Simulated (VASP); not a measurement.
# ScC8 (Im-3m) in VASP: further runs, part 2 of 2

VASP 6.6.1. The steps go on from the part before.

## 3. Relaxation of cell and atoms, PBE (random cell by space group and Wyckoff sites (Im-3m, No. 229))

File INCAR:

```
PREC = Accurate
ENCUT = 600
EDIFF = 1E-7
ISMEAR = 0
SIGMA = 0.1
LREAL = False
LASPH = True
NELM = 100
ALGO = Normal
ISIF = 3
LWAVE = False
LCHARG = False
GGA = PE
IBRION = 2
NSW = 100
EDIFFG = -0.01
```

File KPOINTS:

```
Automatic mesh
0
Gamma
  8 8 8
```

File POSCAR:

```
ScC8
1.0
   -3.3061874357      3.3061874357      3.3061874357
    3.3061874357     -3.3061874357      3.3061874357
    3.3061874357      3.3061874357     -3.3061874357
Sc C
1 8
Direct
    0.0000000000      0.0000000000      0.0000000000
    0.6124064325      0.6124064325      0.6124064325
    0.0000000000      0.0000000000      0.3875935675
    0.0000000000      0.3875935675      0.0000000000
    0.3875935675      0.0000000000      0.0000000000
    0.0000000000      0.0000000000      0.6124064325
    0.3875935675      0.3875935675      0.3875935675
    0.0000000000      0.6124064325      0.0000000000
    0.6124064325      0.0000000000      0.0000000000
```

Potentials or basis: VASP PAW PBE potentials, release 64 (Sc_sv, C).

On the command line:

```console
$ cat potpaw_PBE.64/Sc_sv/POTCAR potpaw_PBE.64/C/POTCAR > POTCAR
$ mpirun -np 1 vasp_std > vasp.out
```

OUTCAR:

```text
PREC = Accurate
   ENCUT = 600
   EDIFF = 1E-7
   ISMEAR = 0
   LREAL = False
   LASPH = True
   NELM = 100
   ISIF = 3
   GGA = PE
   IBRION = 2
   NSW = 100
   EDIFFG = -0.01

 ion  position               nearest neighbor table
   1  0.000  0.000  0.000-   2 2.22   3 2.22   4 2.22   5 2.22   6 2.22   7 2.22   8 2.22   9 2.22

   2  0.612  0.612  0.612-   7 1.29   1 2.22
   3  0.000  0.000  0.388-   6 1.29   1 2.22
   4  0.000  0.388  0.000-   8 1.29   1 2.22
   5  0.388  0.000  0.000-   9 1.29   1 2.22
   6  0.000  0.000  0.612-   3 1.29   1 2.22
   7  0.388  0.388  0.388-   2 1.29   1 2.22
   8  0.000  0.612  0.000-   4 1.29   1 2.22
   9  0.612  0.000  0.000-   5 1.29   1 2.22

  LATTYP: Found a body centered cubic cell.
 ALAT       =     6.6123748714

  Lattice vectors:

 A1 = (  -3.3061874357,   3.3061874357,   3.3061874357)
 A2 = (   3.3061874357,  -3.3061874357,   3.3061874357)
 A3 = (   3.3061874357,   3.3061874357,  -3.3061874357)

Analysis of symmetry for initial positions (statically):
=====================================================================
 Subroutine PRICEL returns:
 Original cell was already a primitive cell.

 Routine SETGRP: Setting up the symmetry group for a
 body centered cubic supercell.

 Subroutine GETGRP returns: Found 48 space group operations
 (whereof 48 operations were pure point group operations)
 out of a pool of 48 trial point group operations.

The static configuration has the point symmetry O_h .

Analysis of symmetry for dynamics (positions and initial velocities):
=====================================================================
 Subroutine PRICEL returns:
 Original cell was already a primitive cell.

 Routine SETGRP: Setting up the symmetry group for a
 body centered cubic supercell.

[... 144 lines left out ...]
   LHFCALC =     F    Hartree Fock is set to
   AEXX    =    0.0000 exact exchange contribution
   IVDW    =     0    specifies the selected vdW correction
   LEPSILON=     F    determine dielectric tensor
   LRPA    =     F    only Hartree local field effects (RPA)
 conjugate gradient relaxation of ions
 non-spin polarized calculation
 Gauss-broadening in eV      SIGMA  =   0.10
  energy-cutoff  :      600.00
  volume of cell :      144.56
 maximum number of plane-waves:      4897
 NGX is ok and might be reduce to    48
   NGX = 23   NGY = 23   NGZ = 23

--------------------------------------- Ionic step        1  -------------------------------------------

 number of electron      43.0000004 magnetization

 Free energy of the ion-electron system (eV)
  ---------------------------------------------------
  ext. energy  EPLUGINS =         0.00000000
  ---------------------------------------------------
  free energy    TOTEN  =       -61.02212411 eV

  energy without entropy =      -60.96634358  energy(sigma->0) =      -60.99423385

------------------------ aborting loop because EDIFF is reached ----------------------------------------

  FORCE on cell =-STRESS in cart. coord.  units (eV):
  Direction    XX          YY          ZZ          XY          YZ          ZX
  --------------------------------------------------------------------------------------
  -------------------------------------------------------------------------------------
  Total        0.1622072      0.1622072      0.1622072      0.0000000      0.0000000      0.0000000
  in kB        1.7977875      1.7977875      1.7977875      0.0000000      0.0000000      0.0000000
  external PRESSURE =       1.7977875 kB  Pullay stress =       0.0000000 kB
[... 73 lines left out ...]
--------------------------------------- Ionic step        3  -------------------------------------------

 number of electron      43.0000004 magnetization

 Free energy of the ion-electron system (eV)
  ---------------------------------------------------
  ext. energy  EPLUGINS =         0.00000000
  ---------------------------------------------------
  free energy    TOTEN  =       -61.02245104 eV

  energy without entropy =      -60.96692721  energy(sigma->0) =      -60.99468912

 E-fermi :  -0.8502     XC(G=0):  -8.2543

 val. band max:       -0.8549257821   @ k =   0.5000   0.0000   0.0000
 cond. band min:      -0.8459669890   @ k =  -0.3750   0.5000   0.1250
 fundamental gap:      0.0089587932
 Fermi energy:        -0.8502076183

 k-point     1 :       0.0000    0.0000    0.0000
  band No.  band energies     occupation
      1     -47.6210      2.00000
      2     -26.3995      2.00000
      3     -26.3995      2.00000
      4     -26.3995      2.00000
      5     -14.2975      2.00000
      6     -13.4346      2.00000
[... 685 lines left out ...]
     25       2.1121      0.00000
     26       2.9624      0.00000

 [... further k-points ...]

------------------------ aborting loop because EDIFF is reached ----------------------------------------

  FORCE on cell =-STRESS in cart. coord.  units (eV):
  Direction    XX          YY          ZZ          XY          YZ          ZX
  --------------------------------------------------------------------------------------
  -------------------------------------------------------------------------------------
  Total        0.0122853      0.0122853      0.0122853      0.0000000      0.0000000     -0.0000000
  in kB        0.1361059      0.1361059      0.1361059      0.0000000      0.0000000     -0.0000000
  external PRESSURE =       0.1361059 kB  Pullay stress =       0.0000000 kB
[... 24 lines left out ...]
  FREE ENERGIE OF THE ION-ELECTRON SYSTEM (eV)
  ---------------------------------------------------
  free  energy   TOTEN  =       -61.0224510420 eV

  energy  without entropy=      -60.9669272067  energy(sigma->0) =      -60.99468912

 reached required accuracy - stopping structural energy minimisation
```

CONTCAR:

```text
ScC8
   1.00000000000000
    -3.3066338194377023    3.3066338194377023    3.3066338194377023
     3.3066338194377023   -3.3066338194377023    3.3066338194377023
     3.3066338194377023    3.3066338194377023   -3.3066338194377023
  Sc              C
     1     8
Direct
     0.0000000000000000    0.0000000000000000    0.0000000000000000
     0.6125367893228394    0.6125367893228394    0.6125367893228394
     0.0000000000000000    0.0000000000000000    0.3874632106771606
     0.0000000000000000    0.3874632106771606    0.0000000000000000
     0.3874632106771606    1.0000000000000000    1.0000000000000000
     1.0000000000000000    0.0000000000000000    0.6125367893228394
     0.3874632106771606    0.3874632106771606    0.3874632106771606
     0.0000000000000000    0.6125367893228394    0.0000000000000000
     0.6125367893228394    0.0000000000000000    0.0000000000000000

  0.00000000E+00  0.00000000E+00  0.00000000E+00
  0.00000000E+00  0.00000000E+00  0.00000000E+00
  0.00000000E+00  0.00000000E+00  0.00000000E+00
  0.00000000E+00  0.00000000E+00  0.00000000E+00
  0.00000000E+00  0.00000000E+00  0.00000000E+00
  0.00000000E+00  0.00000000E+00  0.00000000E+00
  0.00000000E+00  0.00000000E+00  0.00000000E+00
  0.00000000E+00  0.00000000E+00  0.00000000E+00
  0.00000000E+00  0.00000000E+00  0.00000000E+00
```

Wall time 6 min (1 thread of Intel Xeon Platinum 8559C (Emerald Rapids), shared host); peak memory 0.39 GiB.

What came out:

```
Free energy                            : -61.0225 eV
Relaxed volume                         : 16.07 Å³/atom
Relaxed cell                           : a = 5.727 Å, b = 5.727 Å, c = 5.727 Å, α = 109.47°, β = 109.47°, γ = 109.47°
Space group after relaxing (to 0.05 Å) : Im-3m (No. 229)
Energy gained by relaxing              : 0.0 meV/atom
Ionic steps                            : 3
Pressure after relaxing                : 0.0 GPa
Band gap on the k mesh                 : none (metal or under the smearing width)
```

The path:
```tsv
step	energy change (eV)	largest force (eV/Å)	pressure (GPa)	volume (Å³)
1	0.0000	0.0992	0.18	144.56
2	0.0091	0.5264	-0.87	144.94
3	-0.0003	0.0010	0.01	144.62
```

Final structure:
```
Sc C
1.0
    -3.30663    3.30663    3.30663
     3.30663   -3.30663    3.30663
     3.30663    3.30663   -3.30663
Sc C
1 8
Direct
  0.00000 0.00000 0.00000
  0.61254 0.61254 0.61254
  0.00000 0.00000 0.38746
  0.00000 0.38746 0.00000
  0.38746 0.00000 0.00000
  0.00000 0.00000 0.61254
  0.38746 0.38746 0.38746
  0.00000 0.61254 0.00000
  0.61254 0.00000 0.00000
```

## 4. Single point, PBE (random cell by space group and Wyckoff sites (Im-3m, No. 229))

File INCAR:

```
PREC = Accurate
ENCUT = 520
EDIFF = 1E-7
ISMEAR = 0
SIGMA = 0.1
LREAL = False
LASPH = True
NELM = 60
ALGO = Fast
ISIF = 2
LWAVE = False
LCHARG = False
GGA = PE
NBANDS = 32
```

File KPOINTS:

```
regular mesh
0
Gamma
  4 4 4
```

POSCAR is that of step 3.

On the command line:

```console
$ cat potpaw_PBE.64/Sc_sv/POTCAR potpaw_PBE.64/C/POTCAR > POTCAR
$ mpirun -np 1 vasp_std > vasp.out
```

Run time: 96 s. Hardware: 1 thread of Intel Xeon Platinum 8559C (Emerald Rapids), shared host; peak memory 0.32 GiB.

The run converged. Its results:

| Property | Result |
| --- | --- |
| Free energy | -61.0018 eV |
| Pressure | 0.1 GPa |
| Largest force | 0.042 eV/Å |
| Band gap on the k mesh | none (metal or under the smearing width) |

Forces on the atoms (eV/Å):
```
Sc   0.000  0.000  0.000
C    0.024  0.024  0.024
C   -0.024 -0.024  0.024
C   -0.024  0.024 -0.024
C    0.024 -0.024 -0.024
C    0.024  0.024 -0.024
C   -0.024 -0.024 -0.024
C    0.024 -0.024  0.024
C   -0.024  0.024  0.024
```

Levels at points of the mesh, in eV from the Fermi level:
| k point | band 18 | band 19 | band 20 | band 21 | band 22 | band 23 | band 24 | band 25 | band 26 | band 27 |
| --- | --- | --- | --- | --- | --- | --- | --- | --- | --- | --- |
| (0.00, 0.00, 0.00) | -2.09 | -0.87 | -0.41 | -0.41 | -0.41 | 0.58 | 0.58 | 1.14 | 1.14 | 6.57 |
| (0.50, 0.00, 0.00) | -1.89 | -1.23 | -0.60 | -0.07 | -0.02 | 0.00 | 0.92 | 3.38 | 3.79 | 4.64 |
| (0.50, 0.50, 0.50) | -0.42 | -0.42 | -0.42 | 0.21 | 0.21 | 0.21 | 1.73 | 4.07 | 4.07 | 4.07 |

## 5. Relaxation of cell and atoms, PBE (random cell by space group and Wyckoff sites (Im-3m, No. 229))

File INCAR:

```
ALGO = Normal ; EDIFF = 1E-6
EDIFFG = -0.04 ; ENCUT = 600
GGA = PE ; IBRION = 2
ISIF = 3 ; ISMEAR = 0
LASPH = T ; LCHARG = F
LREAL = F ; LWAVE = F
NELM = 100 ; NSW = 90
PREC = Accurate ; SIGMA = 0.1
```

File KPOINTS:

```
k-points
0
Gamma
  4 4 4
```

File POSCAR:

```
ScC8
1.0
   -2.9060695300      2.9060695300      2.9060695300
    2.9060695300     -2.9060695300      2.9060695300
    2.9060695300      2.9060695300     -2.9060695300
Sc C
1 8
Direct
    0.0000000000      0.0000000000      0.0000000000
    0.6238900000      0.6238900000      0.6238900000
    0.0000000000      0.0000000000      0.3761100000
    0.0000000000      0.3761100000      0.0000000000
    0.3761100000      0.0000000000      0.0000000000
    0.0000000000      0.0000000000      0.6238900000
    0.3761100000      0.3761100000      0.3761100000
    0.0000000000      0.6238900000      0.0000000000
    0.6238900000      0.0000000000      0.0000000000
```

Potentials or basis: VASP PAW PBE potentials, release 64 (Sc_sv, C).

On the command line:

```console
$ cat potpaw_PBE.64/Sc_sv/POTCAR potpaw_PBE.64/C/POTCAR > POTCAR
$ mpirun -np 1 vasp_std > vasp.out
```

OUTCAR:

```text
EDIFF = 1E-6
   EDIFFG = -0.04
   ENCUT = 600
   GGA = PE
   IBRION = 2
   ISIF = 3
   ISMEAR = 0
   LASPH = T
   LREAL = F
   NELM = 100
   NSW = 90
   PREC = Accurate

 ion  position               nearest neighbor table
   1  0.000  0.000  0.000-   2 1.89   3 1.89   4 1.89   5 1.89   6 1.89   7 1.89   8 1.89   9 1.89

   2  0.624  0.624  0.624-   7 1.25   1 1.89
   3  0.000  0.000  0.376-   6 1.25   1 1.89
   4  0.000  0.376  0.000-   8 1.25   1 1.89
   5  0.376  0.000  0.000-   9 1.25   1 1.89
   6  0.000  0.000  0.624-   3 1.25   1 1.89
   7  0.376  0.376  0.376-   2 1.25   1 1.89
   8  0.000  0.624  0.000-   4 1.25   1 1.89
   9  0.624  0.000  0.000-   5 1.25   1 1.89

  LATTYP: Found a body centered cubic cell.
 ALAT       =     5.8121390600

  Lattice vectors:

 A1 = (  -2.9060695300,   2.9060695300,   2.9060695300)
 A2 = (   2.9060695300,  -2.9060695300,   2.9060695300)
 A3 = (   2.9060695300,   2.9060695300,  -2.9060695300)

Analysis of symmetry for initial positions (statically):
=====================================================================
 Subroutine PRICEL returns:
 Original cell was already a primitive cell.

 Routine SETGRP: Setting up the symmetry group for a
 body centered cubic supercell.

 Subroutine GETGRP returns: Found 48 space group operations
 (whereof 48 operations were pure point group operations)
[... 149 lines left out ...]
 maximum number of plane-waves:      3352
   NGX = 21   NGY = 21   NGZ = 21

--------------------------------------- Ionic step        1  -------------------------------------------

 number of electron      43.0000000 magnetization

 Free energy of the ion-electron system (eV)
  ---------------------------------------------------
  ext. energy  EPLUGINS =         0.00000000
  ---------------------------------------------------
  free energy    TOTEN  =       -55.68092531 eV

  energy without entropy =      -55.64140153  energy(sigma->0) =      -55.66116342

 E-fermi :   2.4858     XC(G=0):  -9.8884

 val. band max:        2.4743682508   @ k =   0.2500   0.2500   0.0000
 cond. band min:       2.5809674417   @ k =  -0.2500   0.2500   0.2500
 fundamental gap:      0.1065991909
 Fermi energy:         2.4857945964
[... 591 lines left out ...]
  FREE ENERGIE OF THE ION-ELECTRON SYSTEM (eV)
  ---------------------------------------------------
  free  energy   TOTEN  =       -60.0464419705 eV

  energy  without entropy=      -59.9967730421  energy(sigma->0) =      -60.02160751

[... ionic steps 4 to 9 ...]

--------------------------------------- Ionic step       10  -------------------------------------------

 number of electron      42.9999995 magnetization

------------------------ aborting loop because EDIFF is reached ----------------------------------------
[... 81 lines left out ...]
--------------------------------------- Ionic step       12  -------------------------------------------

 number of electron      42.9999995 magnetization

 Free energy of the ion-electron system (eV)
  ---------------------------------------------------
  ext. energy  EPLUGINS =         0.00000000
  ---------------------------------------------------
  free energy    TOTEN  =       -60.97505995 eV

  energy without entropy =      -60.91702430  energy(sigma->0) =      -60.94604212

 E-fermi :  -0.8470     XC(G=0):  -8.2640

 val. band max:       -0.8559160455   @ k =   0.2500   0.2500   0.0000
 cond. band min:      -0.8415622794   @ k =   0.5000   0.0000   0.0000
 fundamental gap:      0.0143537661
 Fermi energy:        -0.8470380183
[... 266 lines left out ...]
  FREE ENERGIE OF THE ION-ELECTRON SYSTEM (eV)
  ---------------------------------------------------
  free  energy   TOTEN  =       -60.9750599453 eV

  energy  without entropy=      -60.9170243023  energy(sigma->0) =      -60.94604212

 reached required accuracy - stopping structural energy minimisation
```

OSZICAR:

```text
N       E                     dE             d eps       ncg     rms          rms(c)
DAV:   1     0.483029159961E+03    0.48303E+03   -0.21260E+04   416   0.176E+03
DAV:   2     0.409844718507E+01   -0.47893E+03   -0.47264E+03   456   0.485E+02
DAV:   3    -0.573439942171E+02   -0.61442E+02   -0.60287E+02   656   0.149E+02
[... 117 lines left out ...]
DAV:   1    -0.609769346101E+02   -0.44021E-02   -0.22386E-01   480   0.365E+00    0.392E-01
DAV:   2    -0.609755634971E+02    0.13711E-02   -0.84587E-03   532   0.670E-01    0.204E-01
DAV:   3    -0.609750555363E+02    0.50796E-03   -0.22877E-03   548   0.323E-01    0.442E-02
DAV:   4    -0.609750607500E+02   -0.52136E-05   -0.20139E-04   636   0.119E-01    0.277E-02
DAV:   5    -0.609750599453E+02    0.80464E-06   -0.60077E-06   420   0.179E-02
  12 F= -.60975060E+02 E0= -.60946042E+02  d E =-.254560E-03
```

Wall time 4.3 min (1 thread of Intel Xeon Platinum 8559C (Emerald Rapids), shared host); peak memory 0.25 GiB.

What came out:

```
Free energy                            : -60.9751 eV
Relaxed volume                         : 16.03 Å³/atom
Relaxed cell                           : a = 5.722 Å, b = 5.722 Å, c = 5.722 Å, α = 109.47°, β = 109.47°, γ = 109.47°
Space group after relaxing (to 0.05 Å) : Im-3m (No. 229)
Energy gained by relaxing              : 588.2 meV/atom
Ionic steps                            : 12
Pressure after relaxing                : 0.0 GPa
Largest force after relaxing           : 0.004 eV/Å
Band gap on the k mesh                 : none (metal or under the smearing width)
```

Forces on the atoms (eV/Å):
```
Sc   0.000  0.000  0.000
C    0.002  0.002  0.002
C   -0.002 -0.002  0.002
C   -0.002  0.002 -0.002
C    0.002 -0.002 -0.002
C    0.002  0.002 -0.002
C   -0.002 -0.002 -0.002
C    0.002 -0.002  0.002
C   -0.002  0.002  0.002
```

Step by step:
| step | energy change (eV) | largest force (eV/Å) | pressure (GPa) | volume (Å³) |
| --- | --- | --- | --- | --- |
| 1 | 0.0000 | 0.2615 | 50.53 | 98.17 |
| 2 | -3.6640 | 5.0917 | -11.00 | 155.61 |
| 3 | -4.3655 | 4.0734 | -0.75 | 133.57 |
| 4 | 7.7420 | 32.8974 | 37.59 | 159.07 |
| 5 | -5.1318 | 1.5243 | 1.38 | 136.56 |
| 6 | -5.2234 | 0.6256 | 2.06 | 137.74 |
| 7 | -5.2524 | 0.3402 | 2.90 | 138.92 |
| 8 | -5.2524 | 0.2482 | 2.81 | 138.81 |
| 9 | -5.2931 | 0.1269 | -0.43 | 144.91 |
| 10 | -5.2939 | 0.0830 | -0.07 | 144.12 |
| 11 | -5.2916 | 0.2674 | 0.19 | 144.68 |
| 12 | -5.2941 | 0.0035 | -0.02 | 144.25 |

Final structure:
```
Sc C
1.0
    -3.30387    3.30387    3.30387
     3.30387   -3.30387    3.30387
     3.30387    3.30387   -3.30387
Sc C
1 8
Direct
  0.00000 0.00000 0.00000
  0.61252 0.61252 0.61252
  0.00000 0.00000 0.38748
  0.00000 0.38748 0.00000
  0.38748 0.00000 0.00000
  0.00000 0.00000 0.61252
  0.38748 0.38748 0.38748
  0.00000 0.61252 0.00000
  0.61252 0.00000 0.00000
```

Levels at points of the mesh, in eV from the Fermi level:
| k point | band 19 | band 20 | band 21 | band 22 | band 23 | band 24 | band 25 | band 26 |
| --- | --- | --- | --- | --- | --- | --- | --- | --- |
| (0.00, 0.00, 0.00) | -0.87 | -0.41 | -0.41 | -0.41 | 0.59 | 0.59 | 1.12 | 1.12 |
| (0.50, 0.00, 0.00) | -1.24 | -0.60 | -0.07 | -0.02 | 0.01 | 0.93 | 3.38 | 3.79 |
| (0.50, 0.50, 0.50) | -0.42 | -0.42 | 0.21 | 0.21 | 0.21 | 1.73 | 4.06 | 4.06 |

Caveat: the k mesh is coarse (spacing up to 0.38 Å⁻¹), so the values aren't converged; the standard files for N, O and F lose accuracy on very short bonds; the volume moved by over 15 % at a fixed basis, so the end points are rough.

## 6. The runs side by side

| task | cell | k mesh | cutoff (eV) | mesh quality | gap on the mesh (eV) | pressure (GPa) | relaxed volume (Å³/atom) | largest force (eV/Å) |
| --- | --- | --- | --- | --- | --- | --- | --- | --- |
| single point | random cell by space group and Wyckoff sites (Im-3m, No. 229) | 8 × 8 × 8 | 520 | not flagged | none | 0.2 | - | 0.06 |
| relaxation of cell and atoms | relaxed from: random cell by space group and Wyckoff sites (Im-3m, No. 229) | 8 × 8 × 8 | 600 | not flagged | none | 0.0 | 16.07 | - |
| single point | random cell by space group and Wyckoff sites (Im-3m, No. 229) | 4 × 4 × 4 | 520 | not flagged | none | 0.1 | - | 0.04 |
| relaxation of cell and atoms | relaxed from: random cell by space group and Wyckoff sites (Im-3m, No. 229) | 4 × 4 × 4 | 600 | coarse | none | 0.0 | 16.03 | - |

Alike in all rows: level PBE; potentials or basis VASP PAW PBE potentials, release 64 (Sc_sv, C); no spin polarisation; smearing gaussian 0.1 eV.

Caveats: some runs use coarse meshes; the standard files for N, O and F lose accuracy on very short bonds (some runs); the volume moved by over 15 % at a fixed basis, so the end points are rough (some runs).

Total energies depend on the potentials used, so only differences within one code and one set of settings carry meaning.
